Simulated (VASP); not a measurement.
Input:

```xyz
2
Lattice="0.0000 3.8211 3.8211 3.8211 0.0000 3.8211 3.8211 3.8211 0.0000" Properties=species:S:1:pos:R:3 pbc="T T T"
Rb     0.0000     0.0000     0.0000
Br     1.9105     1.9105     1.9105
```

These are PBEsol GGA, VASP's PBE PAW potentials (set 64) (plane waves; VASP 6.6.1) values and carry that method's errors. Settings: 400 eV cut-off, 7×7×7 Γ-centred mesh, tetrahedra with Blöchl corrections, potentials Rb_sv Br.

### Question
Predict the energy per atom (σ→0).

### Answer

```yaml
energy per atom (σ→0): -3.065 eV/atom
```

The structure was generated: RbBr was put into the zinc blende type (F-43m), which need not be its known phase. It was relaxed first, which changed the volume by -8 %.
